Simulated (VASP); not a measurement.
Output of a VASP run:

OSZICAR:
```
       N       E                     dE             d eps       ncg     rms          rms(c)
DAV:   1     0.892281550859E+02    0.89228E+02   -0.82131E+03  1456   0.107E+03
DAV:   2    -0.130843024058E+02   -0.10231E+03   -0.97759E+02  1512   0.303E+02
DAV:   3    -0.148513465320E+02   -0.17670E+01   -0.17305E+01  1568   0.413E+01
DAV:   4    -0.148695420446E+02   -0.18196E-01   -0.18189E-01  1644   0.414E+00
DAV:   5    -0.148699534964E+02   -0.41145E-03   -0.41145E-03  1632   0.529E-01    0.108E+01
DAV:   6    -0.143159838939E+02    0.55397E+00   -0.37878E+00  1408   0.217E+01    0.236E+00
DAV:   7    -0.142286095977E+02    0.87374E-01   -0.33761E-01  1404   0.673E+00    0.180E+00
DAV:   8    -0.142143025246E+02    0.14307E-01   -0.21081E-02  1484   0.142E+00    0.207E-01
DAV:   9    -0.142142053934E+02    0.97131E-04   -0.29275E-04  1556   0.173E-01    0.127E-01
DAV:  10    -0.142142000795E+02    0.53139E-05   -0.43432E-05  1636   0.876E-02    0.818E-03
DAV:  11    -0.142141991100E+02    0.96956E-06   -0.16037E-06  1028   0.165E-02
   1 F= -.14214199E+02 E0= -.14213781E+02  d E =-.125385E-02
```

File OUTCAR:
```
------------------------ aborting loop because EDIFF is reached ----------------------------------------
  FORCE on cell =-STRESS in cart. coord.  units (eV):
  Direction    XX          YY          ZZ          XY          YZ          ZX
  --------------------------------------------------------------------------------------
  Total       -1.5774931     -1.5774931     -1.5774931     -0.0000000     -0.0000000     -0.0000000
  in kB      -89.0971811    -89.0971811    -89.0971811     -0.0000000     -0.0000000     -0.0000000
  external PRESSURE =     -89.0971811 kB  Pullay stress =       0.0000000 kB
  volume of cell :       28.37
      direct lattice vectors                 reciprocal lattice vectors
     3.049800000  0.000000000  0.000000000     0.327890353  0.000000000  0.000000000
     0.000000000  3.049800000  0.000000000     0.000000000  0.327890353  0.000000000
     0.000000000  0.000000000  3.049800000     0.000000000  0.000000000  0.327890353
 POSITION                                       TOTAL-FORCE (eV/Angst)
 -----------------------------------------------------------------------------------
      1.52490      1.52490      1.52490         0.000000      0.000000      0.000000
      0.00000      0.00000      0.00000         0.000000      0.000000      0.000000
 -----------------------------------------------------------------------------------
    total drift:                               -0.000000     -0.000000     -0.000000
  FREE ENERGIE OF THE ION-ELECTRON SYSTEM (eV)
  ---------------------------------------------------
  free  energy   TOTEN  =       -14.2141991100 eV

  energy  without entropy=      -14.2129452631  energy(sigma->0) =      -14.21378116
```
(Selected blocks of OUTCAR.)

File POSCAR:
```
RuAl
1
    3.0498000000     0.0000000000     0.0000000000
    0.0000000000     3.0498000000     0.0000000000
    0.0000000000     0.0000000000     3.0498000000
Al Ru
1 1
Direct
  0.5000000000   0.5000000000   0.5000000000
  0.0000000000   0.0000000000   0.0000000000
```

**Question.** Reconstruct the remaining input files.

**Answer.** Several could match; the one computed here: the input of the run itself, PBE GGA, plane waves, VASP's PBE PAW potentials (set 64).

### INCAR
```
SIGMA = 0.1
LREAL = F
LASPH = T   # aspherical one-centre terms
EDIFF = 1E-6   # SCF stop (eV)
SYSTEM = RuAl
ISIF = 2   # forces and stress, cell fixed
LWAVE = F
ALGO = Normal   # blocked Davidson
LMAXMIX = 4   # l cut-off of mixed one-centre charges
PREC = Single
GGA = PE   # PBE
NELM = 100   # most electronic steps
ENCUT = 400   # plane-wave cut-off (eV)
LCHARG = F
ISMEAR = 1   # Methfessel-Paxton
```

### KPOINTS
```
Automatic mesh
0
Gamma
11 11 11
0 0 0
```

POTCAR, in this order: Al Ru_pv (PBE.64 set). Program: vasp_std.

The compound is RuAl in the CsCl type structure. The cell was not relaxed at this level. The run is one of a series of settings (PREC = Single against the base run), some of them coarse on purpose. The electron count is odd and the run is not spin-polarised, which forces a metal.
